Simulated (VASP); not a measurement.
Method: SCAN meta-GGA, VASP's PBE PAW potentials (set 64) (plane waves; VASP).

Input for VASP

INCAR:
```
ALGO = Normal
EDIFF = 1E-6
ENCUT = 400
ISIF = 2
ISMEAR = 1
LASPH = T
LCHARG = F
LMAXMIX = 6
LMIXTAU = T
LREAL = F
LWAVE = F
METAGGA = SCAN
NELM = 100
PREC = Accurate
SIGMA = 0.1
SYSTEM = WSi2
```

**POSCAR**
```
WSi2
7.830
 -0.2049808429   0.2049808429   0.5000000000
  0.2049808429  -0.2049808429   0.5000000000
  0.2049808429   0.2049808429  -0.5000000000
Si W
2 1
Cart
 -0.0000000000   0.0000000000   0.6650000000
  0.0000000000  -0.0000000000   0.3350000000
  0.0000000000   0.0000000000   0.0000000000
```

### KPOINTS
```
Automatic mesh
0
Gamma
12 12 12
0 0 0
```

POTCAR, in this order: Si W_sv (PBE.64 set). Program: vasp_std.

The resulting files:

**OSZICAR**
```
       N       E                     dE             d eps       ncg     rms          rms(c)
DAV:   1     0.424920704852E+02    0.42492E+02   -0.98879E+03  4890   0.126E+03
DAV:   2    -0.922792228111E+02   -0.13477E+03   -0.13294E+03  5772   0.328E+02
DAV:   3    -0.956904262363E+02   -0.34112E+01   -0.33451E+01  6486   0.478E+01
DAV:   4    -0.957121700965E+02   -0.21744E-01   -0.21739E-01  5625   0.445E+00
DAV:   5    -0.957124445756E+02   -0.27448E-03   -0.27447E-03  6444   0.481E-01    0.287E+01
DAV:   6    -0.905921075591E+02    0.51203E+01   -0.39543E+00  5590   0.227E+01    0.790E+00
DAV:   7    -0.903136182359E+02    0.27849E+00   -0.51918E-01  4995   0.871E+00    0.409E+00
DAV:   8    -0.902632780196E+02    0.50340E-01   -0.42650E-01  4897   0.764E+00    0.897E-01
DAV:   9    -0.905256056786E+02   -0.26233E+00   -0.37208E-01  4946   0.704E+00    0.336E-01
DAV:  10    -0.905349142003E+02   -0.93085E-02   -0.12395E-01  5030   0.434E+00    0.254E-01
DAV:  11    -0.905359514950E+02   -0.10373E-02   -0.74114E-02  5002   0.300E+00    0.263E-01
DAV:  12    -0.905284300391E+02    0.75215E-02   -0.29969E-02  5009   0.183E+00    0.626E-02
DAV:  13    -0.905307917559E+02   -0.23617E-02   -0.17690E-02  5030   0.133E+00    0.988E-02
DAV:  14    -0.905298328486E+02    0.95891E-03   -0.52310E-04  6213   0.217E-01    0.799E-02
DAV:  15    -0.905282574347E+02    0.15754E-02   -0.19582E-03  5030   0.437E-01    0.245E-02
DAV:  16    -0.905279504367E+02    0.30700E-03   -0.82802E-04  5079   0.316E-01    0.117E-02
DAV:  17    -0.905279642615E+02   -0.13825E-04   -0.79851E-05  5772   0.919E-02    0.112E-02
DAV:  18    -0.905279598189E+02    0.44427E-05   -0.21932E-06  5800   0.143E-02    0.951E-03
DAV:  19    -0.905279500980E+02    0.97209E-05   -0.36363E-05  5072   0.635E-02    0.309E-03
DAV:  20    -0.905279514432E+02   -0.13452E-05   -0.63963E-06  5807   0.252E-02    0.224E-03
DAV:  21    -0.905279512214E+02    0.22188E-06   -0.65898E-08  2746   0.247E-03
   1 F= -.90527951E+02 E0= -.90527806E+02  d E =-.435570E-03
```

OUTCAR:
```
------------------------ aborting loop because EDIFF is reached ----------------------------------------
  FORCE on cell =-STRESS in cart. coord.  units (eV):
  Direction    XX          YY          ZZ          XY          YZ          ZX
  --------------------------------------------------------------------------------------
  Total       -0.6152983     -0.6152983     -0.7054508      0.0000000      0.0000000      0.0000000
  in kB      -24.4373700    -24.4373700    -28.0178949      0.0000000      0.0000000      0.0000000
  external PRESSURE =     -25.6308783 kB  Pullay stress =       0.0000000 kB
  volume of cell :       40.34
      direct lattice vectors                 reciprocal lattice vectors
    -1.605000000  1.605000000  3.915000000     0.000000000  0.311526480  0.127713921
     1.605000000 -1.605000000  3.915000000     0.311526480  0.000000000  0.127713921
     1.605000000  1.605000000 -3.915000000     0.311526480  0.311526480  0.000000000
 POSITION                                       TOTAL-FORCE (eV/Angst)
 -----------------------------------------------------------------------------------
      0.00000      0.00000      5.20695        -0.000000     -0.000000     -0.011884
      0.00000      0.00000      2.62305         0.000000      0.000000      0.011884
      0.00000      0.00000      0.00000        -0.000000     -0.000000     -0.000000
 -----------------------------------------------------------------------------------
    total drift:                                0.000000      0.000000     -0.000000
  FREE ENERGIE OF THE ION-ELECTRON SYSTEM (eV)
  ---------------------------------------------------
  free  energy   TOTEN  =       -90.5279512214 eV

  energy  without entropy=      -90.5275156513  energy(sigma->0) =      -90.52780603
```
(Selected blocks of OUTCAR.)

OUTCAR:
```
 val. band max:       11.8596553564   @ k =  -0.4167   0.5000   0.3333

 cond. band min:      11.9044600804   @ k =   0.0833   0.0000   0.0000


 Fermi energy:        11.8950475738

 k-point     1 :       0.0000    0.0000    0.0000
  band No.  band energies     occupation
      1     -62.9231      2.00000
      2     -26.6850      2.00000
      3     -26.6572      2.00000
      4     -26.6570      2.00000
      5      -2.7733      2.00000
      6       4.7953      2.00000
      7       8.0310      2.00000
      8       8.4657      2.00000
      9       8.9526      2.00000
     10       8.9527      2.00000
     11      12.4062     -0.00000
     12      14.7275      0.00000
     13      14.8341      0.00000
     14      15.1412      0.00000
     15      15.1412      0.00000

 k-point     2 :       0.0833    0.0000    0.0000
  band No.  band energies     occupation
      1     -62.9225      2.00000
      2     -26.6837      2.00000
      3     -26.6741      2.00000
      4     -26.6557      2.00000
      5      -2.6332      2.00000
      6       4.8073      2.00000
      7       7.6107      2.00000
      8       8.4636      2.00000
      9       9.0447      2.00000
     10       9.1134      2.00000
     11      11.9045      0.84147
     12      14.3460      0.00000
     13      14.6917      0.00000
     14      15.2536      0.00000
     15      15.7203      0.00000

 k-point     3 :       0.1667   -0.0000    0.0000
  band No.  band energies     occupation
      1     -62.9209      2.00000
      2     -26.7208      2.00000
      3     -26.6801      2.00000
      4     -26.6515      2.00000
      5      -2.2203      2.00000
      6       4.7859      2.00000
      7       6.8539      2.00000
      8       8.3430      2.00000
      9       9.2926      2.00000
     10       9.3034      2.00000
     11      11.0415      2.00000
     12      13.5384     -0.00000
     13      14.2720      0.00000
     14      16.1577      0.00000
     15      16.5213      0.00000
...
```

Unless said otherwise, spin-orbit coupling is left out, though it shifts the bands of the heavy elements here.

The compound is WSi2 in the MoSi2 type structure. The cell was not relaxed at this level. The run is one of a series of settings (GGA removed, LMIXTAU = .TRUE., METAGGA = SCAN against the base run), some of them coarse on purpose.
